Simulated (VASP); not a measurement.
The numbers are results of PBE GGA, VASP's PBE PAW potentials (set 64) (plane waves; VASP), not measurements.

VASP input:

File KPOINTS:
```
Automatic mesh
0
Gamma
10 10 10
0 0 0
```

**INCAR**
```
SYSTEM = LiF
PREC = Accurate; ENCUT = 480; LREAL = .FALSE.
LASPH = .TRUE.
EDIFF = 1E-6; NELM = 100; ALGO = Normal
ISMEAR = 0; SIGMA = 0.05
GGA = PE
IBRION = 2; NSW = 60; ISIF = 3
EDIFFG = -0.01
LWAVE = .FALSE.; LCHARG = .FALSE.
```

**POSCAR**
```
LiF
1.0
  0.0000000000   2.0150000000   2.0150000000
  2.0150000000   0.0000000000   2.0150000000
  2.0150000000   2.0150000000   0.0000000000
Li F
1 1
Direct
  0.0000000000   0.0000000000   0.0000000000
  0.5000000000   0.5000000000   0.5000000000
```

POTCAR, in this order: Li F (PBE.64 set). Program: vasp_std.

### Question
Predict the energy per atom (σ→0), volume per atom, band gap (on the k-mesh).

### Answer

| Quantity | Result |
|---|---|
| energy per atom (σ→0) | -4.811 eV/atom |
| band gap (on the k-mesh) | 8.94 eV |
| volume per atom | 8.30 Å^3/atom |

### OSZICAR
```
...
   2 F= -.96218991E+01 E0= -.96218991E+01  d E =-.647067E-03
       N       E                     dE             d eps       ncg     rms          rms(c)
DAV:   1    -0.962506568040E+01   -0.31668E-02   -0.63178E-02   752   0.269E+00    0.449E-01
DAV:   2    -0.962203336481E+01    0.30323E-02   -0.19439E-02   752   0.116E+00    0.474E-02
DAV:   3    -0.962199347403E+01    0.39891E-04   -0.79557E-05   784   0.115E-01    0.276E-02
DAV:   4    -0.962197610067E+01    0.17373E-04   -0.17386E-05   760   0.511E-02    0.336E-03
DAV:   5    -0.962197625646E+01   -0.15579E-06   -0.50455E-07   400   0.586E-03
   3 F= -.96219763E+01 E0= -.96219763E+01  d E =-.724208E-03
```

The compound is LiF in the rock salt structure. This run relaxes it. Symmetry was kept, so distortions that lower it aren't found.
